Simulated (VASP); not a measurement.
```
YSb
1.0
    4.29219     0.00000     0.00000
   -2.14610     3.71715     0.00000
    0.00000     0.00000     7.41907
Y Sb
2 2
Direct
  0.00000   0.00000   0.00000
  0.00000   0.00000   0.50000
  0.33333   0.66667   0.25000
  0.66667   0.33333   0.75000
```

The numbers are results of PBEsol GGA, VASP's PBE PAW potentials (set 64) (plane waves; VASP), not measurements. Numerical set-up: 400 eV cut-off, 9×9×5 Γ-centred mesh, tetrahedra with Blöchl corrections, potentials Y_sv Sb.

Unless said otherwise, spin-orbit coupling is left out, though it shifts the bands of the heavy elements here.

### Question
Estimate the energy per atom (σ→0), band gap (on the k-mesh) with the smallest direct gap where there is one.

### Answer

| Quantity | Result |
|---|---|
| band gap (on the k-mesh) | none (metal, semimetal or under 0.01 eV) |
| energy per atom (σ→0) | -6.806 eV/atom |

The structure was generated: YSb was put into the NiAs type type (P6_3/mmc), which need not be its known phase. It was relaxed first, which changed the volume by -32 %.
